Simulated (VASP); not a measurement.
# Pm (relaxed from the bcc structure, space group Im-3m): computed properties

Method: PBEsol GGA, VASP's PBE PAW potentials (set 64) (plane waves; VASP).

```yaml
space_group: Im-3m (229)
cell: a = 4.0125 Å, b = 4.0125 Å, c = 4.0125 Å, α = 90.00°, β = 90.00°, γ = 90.00°
volume_per_atom: 32.30 Å^3/atom
band gap (over mesh and band path): none (metal, semimetal or under 0.01 eV)
density: 7.45 g/cm³
```

```yaml
crystal:
  lattice:
    - [-2.00625, 2.00625, 2.00625]
    - [2.00625, -2.00625, 2.00625]
    - [2.00625, 2.00625, -2.00625]
  atoms:
    - { symbol: Pm, position: [0.00000, 0.00000, 0.00000] }
```

The 4f electrons are frozen in the core of the lanthanide potential, so 4f levels, which can set the real gap, and their magnetism are missing.

The structure was generated: Pm was put into the bcc type (Im-3m), which need not be its known phase. It was relaxed first. Symmetry was kept, so distortions that lower it aren't found.
